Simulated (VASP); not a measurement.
Cost and result of VASP (PAW) for the bulk modulus of NaI (rock salt). Static lattice, third-order Birch-Murnaghan fit over five volumes. The cost counts the five points of the equation of state, each on the mesh and cut-off of its row, so the ratios hold those differences too. With PBE it took about 70 core-seconds. Times come from single runs on busy shared machines, so they are rough: good to a factor of about 2.

```csv
level,k-mesh,cut-off (eV),bulk modulus (GPa),cost over PBE
LDA,7×7×7,520,20.8,within a factor of 2
PBEsol,7×7×7,520,17.0,within a factor of 2
PBE,7×7×7,520,15.1,reference
HSE06,6×6×6,520,(withheld),(withheld)
```

**Question.** Complete the blanks.

**Answer.** 
- HSE06, bulk modulus (GPa): 15.8
- HSE06, cost over PBE: about 90 times

Left out are levels that failed, ran on another kind of processor or have no fit band path; at most nine are shown.

The compound is NaI in the rock salt structure.
